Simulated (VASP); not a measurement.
Write the native input for VASP 6.6.1 that does the following.

```yaml
Task: relaxation of cell and atoms
Functional: PBE
Potentials_or_basis: VASP PAW PBE potentials, release 64 (Lu, Al, N)
Cutoff: 520 eV
k_mesh: 4 × 4 × 6
Occupations: gaussian, width 0.03 eV
Spin: no spin polarisation
Further_INCAR_settings: ALGO = Normal; EDIFF = 1e-07; IBRION = 2; POTIM = 0.3; EDIFFG = -0.005; NSW = 60; ISIF = 3
```

The structure of LuAl3N4 lies in POSCAR:

```
LuAl3N4                                 
1.0
    6.5860757810      0.0000000000      0.0000000000
   -3.2930378905      5.7037089386     -0.0000000000
   -0.0000000000     -0.0000000000      5.1467227912
  Lu              Al              N             
     2     6     8
Direct
     0.6666666699999979    0.3333333300000021    0.4824851807125444
     0.3333333300000021    0.6666666699999979    0.9824851807125443
     0.3192341810636209    0.1596170855318101    0.9961861625252459
     0.8403829144681898    0.1596170855318101    0.9961861625252459
     0.8403829144681898    0.6807658189363790    0.9961861625252459
     0.1596170855318101    0.3192341810636209    0.4961861625252458
     0.1596170855318100    0.8403829144681898    0.4961861625252458
     0.6807658189363790    0.8403829144681898    0.4961861625252458
     0.3036825921821320    0.1518412910910656    0.3649385487262151
     0.8481587089089345    0.1518412910910656    0.3649385487262151
     0.8481587089089345    0.6963174078178682    0.3649385487262151
     0.6666666699999979    0.3333333300000021    0.9236430255330601
     0.1518412910910656    0.3036825921821320    0.8649385487262151
     0.1518412910910656    0.8481587089089345    0.8649385487262151
     0.6963174078178682    0.8481587089089345    0.8649385487262151
     0.3333333300000021    0.6666666699999979    0.4236430255330603
```

The cell was built by a generator and needn't be a form met in nature.

These files were run (other wordings do the same):

INCAR

```
ALGO = Normal ; EDIFF = 1E-7
EDIFFG = -0.005 ; ENCUT = 520
GGA = PE ; IBRION = 2
ISIF = 3 ; ISMEAR = 0
KPAR = 4 ; LASPH = T
LCHARG = F ; LREAL = F
LWAVE = F ; NELM = 120
NSW = 60 ; POTIM = 0.3
PREC = Accurate ; SIGMA = 0.03
```

KPOINTS

```
k-points
0
Gamma
  4 4 6
```

Potentials or basis: VASP PAW PBE potentials, release 64 (Lu, Al, N).

Launch:

```bash
$ cat potpaw_PBE.64/Lu/POTCAR potpaw_PBE.64/Al/POTCAR potpaw_PBE.64/N/POTCAR > POTCAR
$ mpirun -np 4 vasp_std > vasp.out
```

It gave:

```
Relaxed volume                         : 12.09 Å³/atom
Relaxed cell                           : a = 6.587 Å, b = 6.587 Å, c = 5.147 Å, α = 90.00°, β = 90.00°, γ = 120.00°
Space group after relaxing (to 0.05 Å) : P6_3mc (No. 186)
Energy gained by relaxing              : 0.0 meV/atom
Ionic steps                            : 2
Pressure after relaxing                : 0.0 GPa
Largest force after relaxing           : 0.005 eV/Å
Band gap on the k mesh                 : 3.07 eV, indirect (least direct gap 3.11 eV)
```

Caveat: spin-orbit coupling is left out, which moves the levels of the heavy elements.

It took 110 s on 4 MPI ranks on Intel(R) Xeon(R) 6975P-C (Granite Rapids), with other jobs on the host, peak memory 0.42 GiB a rank.
